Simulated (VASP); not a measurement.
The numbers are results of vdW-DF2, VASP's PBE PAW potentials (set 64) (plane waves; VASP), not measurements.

The input files of a VASP run:

INCAR:
```
PREC = Accurate
SYSTEM = Ba
EDIFF = 1E-6
LMAXMIX = 4   ! l cut-off of mixed one-centre charges
GGA = ML
ENCUT = 520
AGGAC = 0.0
EDIFFG = -0.01
LCHARG = .FALSE.
IBRION = 2
LASPH = .TRUE.
ISMEAR = 1   ! Methfessel-Paxton
ISIF = 3   ! ions, shape and volume
ZAB_VDW = -1.8867
LREAL = .FALSE.
LUSE_VDW = .TRUE.
SIGMA = 0.1
NSW = 60   ! most ionic steps
NELM = 100   ! most electronic steps
ALGO = Normal
LWAVE = .FALSE.
```

File POSCAR:
```
Ba
1.0
 -2.5274690241   2.5274690241   2.5274690241
  2.5274690241  -2.5274690241   2.5274690241
  2.5274690241   2.5274690241  -2.5274690241
Ba
1
Cartesian
  0.0000000000   0.0000000000   0.0000000000
```

File KPOINTS:
```
Automatic mesh
0
Gamma
9 9 9
0 0 0
```

POTCAR, in this order: Ba_sv (PBE.64 set). Program: vasp_std.

What VASP printed:

**OUTCAR**
```
 ion  position               nearest neighbor table
   1  0.000  0.000  0.000-
  LATTYP: Found a body centered cubic cell.
 ALAT       =     5.0549380482
 Subroutine PRICEL returns:
 Original cell was already a primitive cell.
 Subroutine GETGRP returns: Found 48 space group operations
The static configuration has the point symmetry O_h .
The dynamic configuration has the point symmetry O_h .
 Subroutine INISYM returns: Found 48 space group operations
 Subroutine IBZKPT returns following result:
 Found     35 irreducible k-points:

 Following reciprocal coordinates:
            Coordinates               Weight
  0.000000  0.000000  0.000000      1.000000
  0.111111  0.000000  0.000000     12.000000
  0.222222  0.000000  0.000000     12.000000
  0.333333  0.000000  0.000000     12.000000
  0.444444  0.000000  0.000000     12.000000
  0.111111  0.111111  0.000000     24.000000
  0.222222  0.111111 -0.000000     48.000000
  0.333333  0.111111  0.000000     48.000000
  0.444444  0.111111  0.000000     24.000000
  0.222222  0.222222  0.000000     24.000000
  0.333333  0.222222  0.000000     48.000000
  0.333333  0.333333  0.000000      8.000000
  0.111111  0.111111  0.111111      8.000000
  0.222222  0.111111  0.111111     24.000000
  0.333333  0.111111  0.111111     24.000000
 -0.111111  0.111111  0.111111      6.000000
  0.222222  0.222222  0.111111     24.000000
  0.333333  0.222222  0.111111     24.000000
 -0.222222  0.222222  0.111111     24.000000
 -0.333333  0.333333  0.111111     24.000000
 -0.222222  0.333333  0.111111     24.000000
 -0.444444  0.444444  0.111111     24.000000
 -0.333333  0.444444  0.111111     48.000000
 -0.444444 -0.444444  0.111111     24.000000
 -0.333333 -0.444444  0.111111     24.000000
...
```

### OSZICAR
```
       N       E                     dE             d eps       ncg     rms          rms(c)
DAV:   1     0.617389053506E+02    0.61739E+02   -0.43837E+03   630   0.923E+02
DAV:   2     0.350778999441E+01   -0.58231E+02   -0.57360E+02   730   0.152E+02
DAV:   3     0.503769020375E+00   -0.30040E+01   -0.29793E+01   815   0.386E+01
DAV:   4     0.427811904172E+00   -0.75957E-01   -0.75895E-01   996   0.555E+00
DAV:   5     0.427062305420E+00   -0.74960E-03   -0.74942E-03   906   0.393E-01    0.182E+00
DAV:   6     0.422183729147E+00   -0.48786E-02   -0.14842E-02   808   0.166E+00    0.111E+00
DAV:   7     0.402365360630E+00   -0.19818E-01   -0.82067E-02   662   0.380E+00    0.191E-01
DAV:   8     0.397728425820E+00   -0.46369E-02   -0.12363E-02   811   0.130E+00    0.101E-01
DAV:   9     0.397158610036E+00   -0.56982E-03   -0.15515E-03   813   0.468E-01    0.275E-02
DAV:  10     0.397122664755E+00   -0.35945E-04   -0.16405E-04   909   0.139E-01    0.613E-03
DAV:  11     0.397121794116E+00   -0.87064E-06   -0.46484E-06   860   0.258E-02
   1 F= 0.39712179E+00 E0= 0.39769406E+00  d E =0.397122E+00
```

File OUTCAR:
```
------------------------ aborting loop because EDIFF is reached ----------------------------------------
  FORCE on cell =-STRESS in cart. coord.  units (eV):
  Direction    XX          YY          ZZ          XY          YZ          ZX
  --------------------------------------------------------------------------------------
  Total        0.0044888      0.0044888      0.0044888      0.0000000      0.0000000      0.0000000
  in kB        0.1113597      0.1113597      0.1113597      0.0000000      0.0000000      0.0000000
  external PRESSURE =       0.1113597 kB  Pullay stress =       0.0000000 kB
  volume of cell :       64.58
      direct lattice vectors                 reciprocal lattice vectors
    -2.527469024  2.527469024  2.527469024     0.000000000  0.197826361  0.197826361
     2.527469024 -2.527469024  2.527469024     0.197826361  0.000000000  0.197826361
     2.527469024  2.527469024 -2.527469024     0.197826361  0.197826361  0.000000000
 POSITION                                       TOTAL-FORCE (eV/Angst)
 -----------------------------------------------------------------------------------
      0.00000      0.00000      0.00000        -0.000000     -0.000000      0.000000
 -----------------------------------------------------------------------------------
    total drift:                               -0.000000      0.000000      0.000000
  FREE ENERGIE OF THE ION-ELECTRON SYSTEM (eV)
  ---------------------------------------------------
  free  energy   TOTEN  =         0.3971217941 eV

  energy  without entropy=        0.3988385885  energy(sigma->0) =        0.39769406

 reached required accuracy - stopping structural energy minimisation
```
(Selected blocks of OUTCAR.)

The compound is Ba in the bcc structure. It was relaxed first. The start is the result of an earlier pass.
